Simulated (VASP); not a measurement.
Energy against volume of HfB2 (AlB2 type). All values below come from optB88-vdW, VASP's PBE PAW potentials (set 64) (plane waves; VASP). Run with 520 eV cut-off, 11×11×9 Γ-centred mesh, first-order Methfessel-Paxton smearing of 0.10 eV, potentials Hf_pv B.

Shape and ions are relaxed at each volume.

```tsv
V (Å³/atom)	E (eV/atom)
9.669	-7.41246
9.968	-7.41975
10.267	-7.41296
10.566	-7.39405
```

Fit these four points and predict the energy of the run at 9.370 Å³/atom.

A cubic in V^(−2/3), the third-order Birch-Murnaghan form, passes through the four points with V0 = 9.97 Å³/atom and B0 = 251 GPa, and gives -7.3888 eV/atom there. The run gave -7.3888 eV/atom, -0.0 meV/atom from the fit; all five points give B0 = 251 GPa.

The compound is HfB2 in the AlB2 type structure. It was relaxed first.
